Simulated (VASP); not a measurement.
Data:

```
ZnO
1.0
    1.64672    -2.85220     0.00000
    1.64672     2.85220     0.00000
    0.00000     0.00000     5.32302
Zn O
2 2
Cartesian
  1.64672  -0.95073   2.66981
  1.64672   0.95073   0.00830
  1.64672  -0.95073   4.68661
  1.64672   0.95073   2.02510
```

Method: PBE GGA with D3 dispersion (Becke-Johnson damping), VASP's PBE PAW potentials (set 64) (plane waves; VASP). Numerical set-up: 520 eV cut-off, 8×8×4 Γ-centred mesh, Gaussian smearing of 0.050 eV, potentials Zn O.

### Question
Estimate the energy per atom (σ→0), pressure.

### Answer

energy per atom (σ→0): -451.4 kJ/mol of atoms
pressure: -3.66 GPa

The absolute energy has meaning only against runs of the same code, potentials and settings.

The compound is ZnO in the wurtzite structure. This cell is one point of a volume scan, at 1.03 of the reference volume.
